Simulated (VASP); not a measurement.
Input for VASP

**POSCAR**
```
ZnSe
1
   -0.0000000000     2.6419030233     2.6419030233
    2.6419030233     0.0000000000     2.6419030233
    2.6419030233     2.6419030233     0.0000000000
Zn Se
1 1
Direct
  0.0000000000   1.0000000000   1.0000000000
  0.2500000000   0.2500000000   0.2500000000
```

### INCAR
```
# general
SYSTEM =ZnSe
PREC   =Accurate
ENCUT  =500
LREAL  =.FALSE.
LASPH  =.TRUE.

# electronic loop
EDIFF  =1E-6
NELM   =100
ALGO   =Normal
LMAXMIX=4

# smearing
ISMEAR =0
SIGMA  =0.05

# functional
GGA    =PS

# ions
IBRION =2
NSW    =40
ISIF   =3
EDIFFG =-0.02
PSTRESS=200

# output
LWAVE  =.FALSE.
LCHARG =.FALSE.
```

### KPOINTS
```
Automatic mesh
0
Gamma
9 9 9
0 0 0
```

POTCAR, in this order: Zn Se (PBE.64 set). Program: vasp_std.

Problem. Translate this PBEsol calculation to Ansatz.

Solution. One equivalent input (not run):
Ansatz 0.2 input:
```yaml
crystal:
  lattice:
    - [0.0000000, 2.6419030, 2.6419030]
    - [2.6419030, 0.0000000, 2.6419030]
    - [2.6419030, 2.6419030, 0.0000000]
  atoms:
    - { symbol: Zn, position: [0.0000000, 1.0000000, 1.0000000] }
    - { symbol: Se, position: [0.2500000, 0.2500000, 0.2500000] }
kpoints:
  mp_grid: { grid: [9, 9, 9] }
hamiltonian:
  xc: pbesol
  pseudopotentials: { kind: paw }
scf:
  occupations: { method: gaussian, width: 0.05 }
  max_iter: 100
relax:
  max_steps: 40
  f_tol: 0.02
  cell: { p_target: 20 }
output: { forces: true, stress: true, eigenvalues: true }
```
The two are equivalent in intent, not identical: each code has its own PAW files, so the cut-off isn't converted (ENCUT is set for VASP's; basis.ecutwfc is left out, and Ansatz then takes the one that its files recommend); Ansatz stops its SCF on the density residual and VASP on the energy change (EDIFF).

The structure was generated: ZnSe was put into the zinc blende type (F-43m), which need not be its known phase. It was relaxed first under an external pressure of 20 GPa.
